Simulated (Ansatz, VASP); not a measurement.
# Te (Tellurium) in two plane-wave programs

Aim: how closely do two programs agree when they are given the same cell, functional and k mesh? Of the first pair: The cell is taken from a series of runs on this material, whose earlier steps may have relaxed, scaled, displaced or heated it; both programs get it as it stands.

Main program and level: Ansatz 0.2.0; plane waves, with VASP 6.6.1 beside it; relaxation of cell and atoms at PBEsol and single point at PBEsol.

## Step 1: Set-up

The structure is trigonal, space group P3_121 (No. 152). Conventional cell: a = 4.320 Å, b = 4.320 Å, c = 5.953 Å, α = 90.00°, β = 90.00°, γ = 120.00°. Te has 2 Te at 2.91 Å nearest.

Structure file:

```cif
data_structure
_symmetry_space_group_name_H-M 'P3_121'
_symmetry_Int_Tables_number 152
_cell_length_a 4.3200
_cell_length_b 4.3200
_cell_length_c 5.9526
_cell_angle_alpha 90.000
_cell_angle_beta 90.000
_cell_angle_gamma 120.000
_cell_volume 96.20
loop_
_atom_site_label
_atom_site_type_symbol
_atom_site_symmetry_multiplicity
_atom_site_Wyckoff_symbol
_atom_site_fract_x
_atom_site_fract_y
_atom_site_fract_z
_atom_site_occupancy
Te1 Te 3 a 0.28385 0.00000 0.33333 1
```

## Step 2: VASP: relaxation of cell and atoms, PBEsol

The relaxed volume is the usual yardstick between codes: in a stiff, nearly cubic crystal its relative difference is about their pressure difference at one cell divided by the bulk modulus.

Lines of VASP's logs that name or quote its potential files are left out, and so is its time.

INCAR

```
SYSTEM = Te
PREC = Accurate
ENCUT = 500
EDIFF = 1E-07
NELM = 120
ISMEAR = 0
SIGMA = 0.1
LREAL = .FALSE.
ALGO = Normal
GGA = PS
NBANDS = 15
LORBIT = 11
LWAVE = .FALSE.
LCHARG = .FALSE.
ISIF = 3
IBRION = 2
NSW = 80
EDIFFG = -0.005
LASPH = .TRUE.
GGA_COMPAT = .FALSE.
NELMIN = 4
KPAR = 2
```

POSCAR

```
Te
1.0
    4.3199550000      0.0000000000      0.0000000000
   -2.1599770000      3.7411900000      0.0000000000
    0.0000000000      0.0000000000      5.9526040000
Te
3
Direct
    0.2838487901      0.0000000000      0.3333332773
    0.9999999331      0.2838487219      0.6666667227
    0.7161510454      0.7161512781      0.0000000000
```

KPOINTS

```
Automatic mesh
0
Gamma
12 12 8
0 0 0
```

Potentials, in the order of the species: Te (PBE family, release 64).

Command:

```sh
mpirun -np 2 vasp_std
```

Numbers of over 12 decimals in the logs are rounded to 6 here.

Log:

```text
[banner, memory and clock lines left out]
running    2 mpi-ranks, on    1 nodes
 distrk:  each k-point on    1 cores,    2 groups
 distr:  one band on    1 cores,    1 groups

 POSCAR found type information on POSCAR Te
 POSCAR found :  1 types and       3 ions
|                                                                             |
|               ----> ADVICE to this user running VASP <----                  |
|                                                                             |
|     You enforced a specific xc type in the INCAR file but a different       |
|     [... a line on the potential file left out ...]
|     I HOPE YOU KNOW WHAT YOU ARE DOING!                                     |
|                                                                             |

 LDA part: xc-table for (Slater+PW92), standard interpolation
 POSCAR, INCAR and KPOINTS ok, starting setup
 FFT: planning ... GRIDC
 FFT: planning ... GRID_SOFT
 FFT: planning ... GRID
 WAVECAR not read
 entering main loop
       N       E                     dE             d eps       ncg     rms          rms(c)
DAV:   1     0.718771916447E+02    0.71877E+02   -0.64443E+03  3930   0.935E+02
DAV:   2    -0.584286612177E+01   -0.77720E+02   -0.74223E+02  5276   0.141E+02
DAV:   3    -0.105240466223E+02   -0.46812E+01   -0.46524E+01  4616   0.389E+01
DAV:   4    -0.106036466389E+02   -0.79600E-01   -0.79561E-01  5650   0.599E+00
DAV:   5    -0.106048379416E+02   -0.11913E-02   -0.11913E-02  4984   0.642E-01    0.136E+01
DAV:   6    -0.105876081833E+02    0.17230E-01   -0.12055E-02  4966   0.664E-01    0.845E+00
DAV:   7    -0.105817861534E+02    0.58220E-02   -0.25297E-02  4504   0.948E-01    0.245E-01
DAV:   8    -0.105813866445E+02    0.39951E-03   -0.42952E-03  4462   0.376E-01    0.117E-01
DAV:   9    -0.105814004695E+02   -0.13825E-04   -0.11559E-04  5648   0.740E-02    0.781E-02
DAV:  10    -0.105814014181E+02   -0.94866E-06   -0.11711E-05  5018   0.221E-02    0.921E-03
DAV:  11    -0.105813998289E+02    0.15893E-05   -0.40215E-06  4903   0.119E-02    0.342E-03
DAV:  12    -0.105813999229E+02   -0.94076E-07   -0.34999E-07  5148   0.356E-03
   1 F= -.10581400E+02 E0= -.10581263E+02  d E =-.105814E+02
[...]
2 F= -.10581451E+02 E0= -.10581314E+02  d E =-.508454E-04
[...]
3 F= -.10581453E+02 E0= -.10581317E+02  d E =-.535022E-04
[...]
4 F= -.10581497E+02 E0= -.10581360E+02  d E =-.436195E-04
 ZBRENT: can't locate minimum, use default step
 trial-energy change:   -0.000044  1 .order   -0.000044   -0.000050   -0.000038
 step:   3.8671(harm=  4.1820)  dis= 0.00333  next Energy=   -10.581561 (dE=-0.108E-03)
 bond charge predicted
       N       E                     dE             d eps       ncg     rms          rms(c)
DAV:   1    -0.105816979590E+02   -0.20086E-03   -0.17303E-02  4028   0.668E-01    0.836E-02
DAV:   2    -0.105816308054E+02    0.67154E-04   -0.77109E-04  4917   0.158E-01    0.464E-02
DAV:   3    -0.105815701077E+02    0.60698E-04   -0.79882E-05  4868   0.446E-02    0.211E-02
DAV:   4    -0.105815615830E+02    0.85247E-05   -0.16351E-05  4833   0.189E-02    0.354E-02
DAV:   5    -0.105815612046E+02    0.37839E-06   -0.69945E-07  4830   0.538E-03    0.798E-03
DAV:   6    -0.105815607437E+02    0.46098E-06   -0.10668E-06  4672   0.473E-03    0.280E-03
DAV:   7    -0.105815607755E+02   -0.31800E-07   -0.32773E-08  2469   0.121E-03
   5 F= -.10581561E+02 E0= -.10581425E+02  d E =-.107350E-03
 curvature:  -2.96 expect dE=-0.127E-04 dE for cont linesearch -0.976E-06
 trial: gam=-0.06035 g(F)=  0.141E-05 g(S)=  0.288E-05 ort = 0.492E-05 (trialstep = 0.155E+01)
 search vector abs. value=  0.396E-05
 reached required accuracy - stopping structural energy minimisation
```

Parts of OUTCAR (step 2):

```text
ion  position               nearest neighbor table
   1  0.284  0.000  0.333-   3 2.91   2 2.91   3 3.35   3 3.35   2 3.35   2 3.35
   2  1.000  0.284  0.667-   3 2.91   1 2.91   3 3.35   1 3.35   3 3.35   1 3.35
   3  0.716  0.716  0.000-   2 2.91   1 2.91   1 3.35   1 3.35   2 3.35   2 3.35

  LATTYP: Found a hexagonal cell.
 ALAT       =     4.3199550000
 C/A-ratio  =     1.3779319461

 Subroutine GETGRP returns: Found  6 space group operations
 (whereof  2 operations were pure point group operations)

The static configuration has the point symmetry C_2 .
 The point group associated with its full space group is D_3 .

 Found    131 irreducible k-points:

   k-points           NKPTS =    131   k-points in BZ     NKDIM =    131   number of bands    NBANDS=     15

   dimension x,y,z NGX =    32 NGY =   32 NGZ =   48
   dimension x,y,z NGXF=    64 NGYF=   64 NGZF=   96

   ENCUT  =  500.0 eV  36.75 Ry    6.06 a.u.   7.88  7.88 10.85*2*pi/ulx,y,z

   NELECT =      18.0000    total number of electrons

 k-points in reciprocal lattice and weights: Automatic mesh
   0.00000000  0.00000000  0.00000000       0.001
   0.08333333  0.00000000  0.00000000       0.005
   0.16666667  0.00000000  0.00000000       0.005
   0.25000000  0.00000000  0.00000000       0.005
   0.33333333  0.00000000  0.00000000       0.005
   0.41666667  0.00000000  0.00000000       0.005
   0.50000000  0.00000000  0.00000000       0.003
   0.08333333  0.08333333  0.00000000       0.005
   0.16666667  0.08333333  0.00000000       0.010
[...]
0.33333333  0.25000000  0.50000000       0.010
   0.33333333  0.33333333  0.50000000       0.002

 average (electrostatic) potential at core
       1 -88.2545       2 -88.2545       3 -88.2545

 E-fermi :   6.6072

 k-point     1 :       0.0000    0.0000    0.0000
  band No.  band energies     occupation
    ...
      5       3.9814      2.00000
      6       3.9814      2.00000
      7       4.7910      2.00000
      8       4.7910      2.00000
      9       5.4342      2.00000
     10       7.5686      0.00000
     11       7.5686      0.00000
     12       8.2561      0.00000
     13      11.3647      0.00000
     14      11.3647      0.00000
    ...

 k-point     2 :       0.0833    0.0000    0.0000
  band No.  band energies     occupation
    ...
      5       3.5783      2.00000
      6       3.7598      2.00000
      7       5.0801      2.00000
      8       5.2785      2.00000
      9       5.7763      2.00000
     10       7.2762      0.00000
     11       7.4984      0.00000
     12       8.1014      0.00000
     13      11.1769      0.00000
     14      11.3343      0.00000
    ...

 k-point     3 :       0.1667    0.0000    0.0000
  band No.  band energies     occupation
    ...
      5       3.0176      2.00000
      6       3.3972      2.00000
      7       5.4634      2.00000
      8       5.6027      2.00000
      9       5.9286      2.00000
     10       7.2458      0.00000
     11       7.3446      0.00000
     12       7.9019      0.00000
     13      10.5664      0.00000
     14      11.4335      0.00000
    ...

  Total       -0.0000517     -0.0000517     -0.0133866     -0.0000000      0.0000000      0.0000000
  in kB       -0.0008622     -0.0008622     -0.2232186     -0.0000000      0.0000000      0.0000000
  external PRESSURE =      -0.0749810 kB  Pullay stress =       0.0000000 kB

  energy-cutoff  :      500.00
  volume of cell :       96.08
      direct lattice vectors                 reciprocal lattice vectors
     4.313361270 -0.000000001 -0.000000000     0.231837757  0.133851588 -0.000000000
    -2.156680136  3.735479666  0.000000000     0.000000000  0.267703237 -0.000000000
     0.000000000  0.000000000  5.963333166     0.000000000 -0.000000000  0.167691452

 POSITION                                       TOTAL-FORCE (eV/Angst)
 -----------------------------------------------------------------------------------
      1.22841     -0.00000      1.98778         0.003117     -0.000000     -0.000000
      3.69916      1.06383      3.97556        -0.001558      0.002699      0.000000
      1.54248      2.67165      0.00000        -0.001558     -0.002699     -0.000000
 -----------------------------------------------------------------------------------
    total drift:                                0.000295      0.000087      0.000016

  FREE ENERGIE OF THE ION-ELECTRON SYSTEM (eV)
  ---------------------------------------------------
  free  energy   TOTEN  =       -10.5815607755 eV

  energy  without entropy=      -10.5812882715  energy(sigma->0) =      -10.58142452

 reached required accuracy - stopping structural energy minimisation

 total charge
# of ion       s       p       d       tot
------------------------------------------
    1        1.439   1.797   0.047   3.283
    2        1.439   1.797   0.047   3.283
    3        1.439   1.797   0.047   3.283
--------------------------------------------------
tot          4.317   5.392   0.140   9.848

[... 3 further parts left out ...]
```

CONTCAR:

```
Te
   1.00000000000000
     4.3133612699230124   -0.0000000008818199   -0.0000000000000000
    -2.1566801364883563    3.7354796662306393    0.0000000000000000
     0.0000000000000000    0.0000000000000000    5.9633331664082840
  Te
     3
Direct
     0.2847916312770850    0.0000000000000298    0.3333332772999995
     0.9999999330999747    0.2847915630769730    0.6666667227000005
     0.7152082042229390    0.7152084369229971    0.0000000000000000
```

The run keeps the 6 symmetry operations of its start, so it cannot find a distortion of lower symmetry.

## Step 3: Ansatz: relaxation of cell and atoms, PBEsol

Ansatz runs on its PAW soft_1 files.

The same cell, functional, mesh and smearing now go to Ansatz, which takes its cutoff from its data sets.

input.yaml

```yaml
crystal:
  lattice:
    - [4.3199545514, 0.0, 0.0]
    - [-2.1599772757, 3.7411903847, 0.0]
    - [0.0, 0.0, 5.9526042517]
  atoms:
    - { symbol: Te, position: [0.2838487906, 0.0, 0.3333333333] }
    - { symbol: Te, position: [0.0, 0.2838487906, 0.6666666667] }
    - { symbol: Te, position: [0.7161512094, 0.7161512094, 0.0] }
kpoints:
  mp_grid: { grid: [12, 12, 8] }
hamiltonian:
  xc: pbesol
  pseudopotentials: { kind: paw, azcp: { folder: soft_1 }, xc_functional: pbe }
scf:
  occupations: { method: gaussian, width: 0.1 }
output:
  forces: true
  stress: true
  eigenvalues: true
  write_density: true
  write_potential: true
  elf: true
  volumetric_format: npy
relax:
  adjacent_minimum: "off"
  f_tol: 0.005
  max_steps: 80
  cell: { stress_tol: 0.05 }
```

Command:

```sh
ansatz run input.yaml --threads 4 --pin off --max-ram 10240MiB --backend cpu --events-out ev --progress --plain --runs-dir out
```

Log:

```text
Engine: ansatz 0.2.0, x86_64-unknown-linux-gnu
Pseudopotentials: kind: paw
Pseudopotential: Te, paw, valence charge 16, recommended cutoff 420 eV (normal), soft_1/Te.paw.azcp
Functional definition: PBEsol
  exchange = pbesol_x
  correlation = pbesol_c
Crystal: 3 atoms, lattice volume = 96.205 Å³
Basis set: ecut = 420 eV, 1897 PW (Γ), exchange–correlation on 60×60×80 points (8 copies of the dense FFT grid, shifted against one another)
Bands: 29, of which v1, the nominal top of the filled ones, is band 24 counted from 1 (23 counted from 0)
Symmetry: 6 space group operations
Space group: P3121 (ITA 152), of the structure as read, at distance tolerance 4.6e-5 Å
k-points: 131 of 1152 (time reversal used)
Non-local potential: Te, projectors of the file, l = 0: 2, l = 1: 2, l = 2: 2, l = 3: 1
PAW form: soft (Blöchl's): semilocal exchange-correlation on the pseudo side does not see the compensation charge
PAW frozen core: Te, regenerated for the run's functional, and the local potential with it (the file was generated under x = pbe(κ = 0.804, μ = 0.219515), c = pbe(β = 0.066725))
PAW one-centre angular grid: Te, 590 points (default); XC on 64 Gauss nodes
Initial density: superposition of atomic densities (chi_scale 0.1, normalization cell)
Initial wavefunctions: pseudopotential atomic-orbital guess
Functional: x = pbesol(κ = 0.804, μ = 0.123457), c = pbesol(β = 0.046)
SCF iter   1: F=—  HF=-20704.829002 eV  |F-HF|=—  |Δ(HF+E_count)|=         —  Δρ=1.43e-2  dr2=1.43e-1  ethr=3.10e-3  ⟨swp⟩=9.0  Hψ=19431  notcnv=0
preconditioner: auto → Kerker (q_TF=auto, 2.430 Å⁻¹)  [metal: Δε(μ)=0.071 eV  Ē_g=8.700 eV  σ=0.100 eV  W_gap=0.37  n_scr=22 (ndim 8)  ℏωp=16.1 eV  f_vac=0.003  D(μ)=0.05/eV (n_scr^D=0)]
SCF iter   2: F=—  HF=-20704.811731 eV  |F-HF|=—  |Δ(HF+E_count)|=   1.73e-2  Δρ=8.84e-3  dr2=5.53e-2  ethr=2.97e-4  ⟨swp⟩=1.2  Hψ=4893  notcnv=0  defer=18
preconditioner: auto → Resta (q_TF=auto, 2.430 Å⁻¹)  ε∞=4.4  [insulator: Δε(μ)=0.221 eV  Ē_g=8.701 eV  σ=0.100 eV  W_gap=0.51  n_scr=22 (ndim 8)  ℏωp=16.1 eV  f_vac=0.004  D(μ)=0.05/eV (n_scr^D=0)  ε∞_Penn≈4.4]
SCF iter   3: F=—  HF=-20704.802244 eV  |F-HF|=—  |Δ(HF+E_count)|=   9.49e-3  Δρ=7.10e-4  dr2=4.28e-4  ethr=1.15e-4  ⟨swp⟩=2.1  Hψ=5658  notcnv=0  defer=19
SCF iter   4: F=—  HF=-20704.802415 eV  |F-HF|=—  |Δ(HF+E_count)|=   1.71e-4  Δρ=2.61e-4  dr2=6.41e-5  ethr=8.92e-7  ⟨swp⟩=2.0  Hψ=6835  notcnv=0  defer=19
SCF iter   5: F=—  HF=-20704.802421 eV  |F-HF|=—  |Δ(HF+E_count)|=   5.64e-6  Δρ=9.30e-5  dr2=1.04e-5  ethr=1.34e-7  ⟨swp⟩=2.0  Hψ=6836  notcnv=0  defer=19
SCF iter   6: F=—  HF=-20704.802427 eV  |F-HF|=—  |Δ(HF+E_count)|=   6.85e-6  Δρ=1.81e-5  dr2=4.75e-7  ethr=2.17e-8  ⟨swp⟩=2.0  Hψ=4704  notcnv=0  defer=19
SCF iter   7: F=-20704.802428 eV  HF=-20704.802428 eV  |F-HF|=6.50e-9  |Δ(HF+E_count)|=   4.29e-7  Δρ=3.46e-6  dr2=1.22e-8  ethr=2.08e-10  ⟨swp⟩=15.6  Hψ=30257  notcnv=0
SCF 1 converged in 7 iterations: F = -20704.802428 eV  dr2 = 1.22e-8
  greatest PAW one-centre occupation: 0.998 electrons in one spin orbital (limit 2), on the Te atom at site 2 (counted from 0), in its partial waves of l = 2
relax step   1: F+E_penalty+E_count = -20704.80242785 eV  Δ(F+E_penalty+E_count) = +0.000e0 eV  max|allowed force component| = 2.582e-3 eV/Å  Δτ_max = 0.0000 Å  P = -0.009 GPa  Ω = 96.205 Å³  (7 SCF iters, dr2 threshold 1.00e-7 eV, accepted)
Initial density: handed on by an earlier stage of this run
Initial wavefunctions: pseudopotential atomic-orbital guess (no wavefunctions were taken with the density)
iter 1 solved again at ethr=2.32e-7 eV; its pass at ethr=3.10e-3 eV (dr2=1.12e-4 eV) is discarded
SCF iter   1: F=—  HF=-20704.802425 eV  |F-HF|=—  |Δ(HF+E_count)|=         —  Δρ=2.97e-6  dr2=8.27e-9  ethr=2.32e-7  ⟨swp⟩=3.0  Hψ=29156  notcnv=0
eigensolver tolerance schedule: the retry pair's looser diagonalisation over-reported the residual by 13495.59 of it (diagonalisation noise at an unbounded share of the residual, at the tolerance the schedule requests for it); recorded, not acted on — ethr = c·dr2/N_el stays at c = 1.0e-1
preconditioner: auto → Resta (q_TF=auto, 2.430 Å⁻¹)  ε∞=4.4  [insulator: Δε(μ)=0.230 eV  Ē_g=8.700 eV  σ=0.100 eV  W_gap=0.62  n_scr=22 (ndim 8)  ℏωp=16.1 eV  f_vac=0.011  D(μ)=0.05/eV (n_scr^D=0)  ε∞_Penn≈4.4]
SCF iter   2: F=—  HF=-20704.802428 eV  |F-HF|=—  |Δ(HF+E_count)|=   2.77e-6  Δρ=2.49e-6  dr2=6.76e-9  ethr=1.72e-11  ⟨swp⟩=4.3  Hψ=11139  notcnv=0
SCF iter   3: F=—  HF=-20704.802428 eV  |F-HF|=—  |Δ(HF+E_count)|=   2.52e-9  Δρ=1.09e-6  dr2=1.53e-9  ethr=1.41e-11  ⟨swp⟩=3.0  Hψ=6983  notcnv=0
SCF iter   4: F=—  HF=-20704.802428 eV  |F-HF|=—  |Δ(HF+E_count)|=   1.91e-9  Δρ=5.80e-7  dr2=2.36e-10  ethr=3.19e-12  ⟨swp⟩=3.0  Hψ=6995  notcnv=0
SCF iter   5: F=—  HF=-20704.802428 eV  |F-HF|=—  |Δ(HF+E_count)|=  6.18e-11  Δρ=3.15e-7  dr2=6.90e-11  ethr=1.00e-12  ⟨swp⟩=2.0  Hψ=6592  notcnv=0
SCF iter   6: F=-20704.802428 eV  HF=-20704.802428 eV  |F-HF|=2.91e-11  |Δ(HF+E_count)|=  4.37e-11  Δρ=1.48e-7  dr2=1.61e-11  ethr=1.00e-12  ⟨swp⟩=8.6  Hψ=21721  notcnv=0
SCF 2 converged in 6 iterations: F = -20704.802428 eV  dr2 = 1.61e-11
relax step   2: F+E_penalty+E_count = -20704.80242786 eV  Δ(F+E_penalty+E_count) = -2.958e-9 eV  max|allowed force component| = 2.590e-3 eV/Å  Δτ_max = 0.0000 Å  P = -0.009 GPa  Ω = 96.205 Å³  stress off target by 1.92e-2 GPa  SCF on the basis re-selected at this cell (its energy is not comparable with the rows above)  (6 SCF iters)
basis re-selected at this cell: Δ(F+E_penalty+E_count) = -2.958e-9 eV, ΔP = +0.000 GPa vs the last step (what re-selecting the basis moved, of the pressure what is left beyond the Pulay correction that the steps carried, after the strain that the cell walked since its last selection, with what the two solves' SCF thresholds leave and, on support functions, any second-order correction that the steps lacked; it is no m [...]
SCF converged after 6 iterations
Free energy (F): -20704.802428 eV
Harris-Foulkes:  -20704.802428 eV  (|F-HF|=2.91e-11)
Internal energy: -20704.802156 eV  (E = F + TS)
E sigma→0 (E₀):  -20704.802292 eV
Entropy (-TS):   -0.000272 eV (-0.091 meV/atom)
Fermi energy:    9.566745 eV
--- Per-component energies (eV) ---
  E_band       = -766.487365
  E_kinetic    = 516.762306
  E_local      = -4731.865525  (includes V_loc(G=0)·N_el)
  E_nonlocal   = 200.692026
  E_hartree    = 2365.676496
  E_xc         = -366.000895
  E_vxc        = -307.256447  (∫ρ·V_xc dr)
  E_paw        = -13773.518014  (= ΣΔE_a)
  E_vpaw       = -1176.173273  (= ΣTr[D̂ρ^β])
  E_aug_tail   = 0.000249  (compensation charges beyond the density's cutoff)
  E_ewald      = -4917.673233
  E_core_change = 1.124434  (= ΣΔE_core)
  E_smearing   = -0.000272  (= −TS)
  E_closure    = 0.000000  (closes the sum)
  Σ components = -20704.802428   (vs F -20704.802428, Δ=0.00e0)
--- Forces (eV/Å), atoms counted from 1 ---
  atom   1  Te     0.00258962     0.00000000    -0.00000000
  atom   2  Te    -0.00129481     0.00224268     0.00000000
  atom   3  Te    -0.00129481    -0.00224268     0.00000000
  max |Σ_I F_I| component: 5.10e-17 eV/Å
--- Stress (GPa, compression-positive) ---
       -0.019223       0.000000       0.000000
       -0.000000      -0.019223      -0.000000
        0.000000      -0.000000       0.012448
  P = ⅓ Tr σ = -0.0087 GPa (-0.087 kbar)
--- Band table (eV; the first three rows and the last of 131) ---
  k-point 0: bands = [... 20 lower, 6.9104, 7.7431, 7.7431, 8.3933, 10.5238, 10.5238, 11.1950, 14.3569, ... 1 higher]
  k-point 1: bands = [... 20 lower, 7.0500, 7.8067, 7.9032, 8.4183, 10.3841, 10.4137, 11.0222, 13.9239, ... 1 higher]
  k-point 2: bands = [... 20 lower, 7.0236, 7.9803, 8.2153, 8.4917, 10.0862, 10.1491, 10.6133, 13.5359, ... 1 higher]
  k-point 130: bands = [... 20 lower, 4.1013, 8.6442, 9.5318, 9.5318, 9.5446, 10.4652, 10.4652, 15.5256, ... 1 higher]
--- Relaxed structure (1 steps of the walk, 1 accepted, 1 SCFs on fresh bases) ---
  F+E_penalty+E_count = -20704.80242786 eV   max|allowed force component| = 2.590e-3 eV/Å   (the final SCF, on the basis selected at the relaxed cell)
  cell:  # Å, volume = 96.2046 Å³
    - [4.319955, 0.0, 0.0]
    - [-2.159977, 3.741190, 0.0]
    - [0.0, 0.0, 5.9526042517]
  atoms:
    - { symbol: Te, position: [0.283849, 0.0, 0.333333] }
    - { symbol: Te, position: [-2.7755575615628914e-17, 0.2838487906, 0.666667] }
    - { symbol: Te, position: [0.7161512094, 0.7161512094, 0.0] }
```

## Step 4: Comparison

Known differences besides the potentials themselves: the data sets hold 48 valence electrons in Ansatz (on its PAW soft_1 files) and 18 in VASP; the cutoff is 420 eV in Ansatz and 500 eV in VASP; Ansatz makes its cores anew for this functional, VASP keeps those of its PBE data sets; Ansatz adds a Pulay correction to the stress that steers its cell, VASP none. Total energies have different zeros and are not compared.

Compared:

```tsv
quantity	Ansatz	VASP	difference
volume (Å³)	96.20	96.08	+0.13 %
edge a after relaxation, in the typed setting (Å)	4.320	4.313	+0.15 %
edge c after relaxation, in the typed setting (Å)	5.953	5.963	-0.18 %
```

(Continued in part 2 of 2.)

[Lines on the potential files, build, host, timing and source positions are cut from VASP's logs without a mark.]

[Logs are printed without paths, hosts, clocks, repeated set-up lines and the standing remarks that a program may print on its own settings, such as how far it seeks lower states.]

[Hosts, paths, dates, database ids (printed as entryN), source tags and the programs' standing remarks are cut or masked in the printed files.]
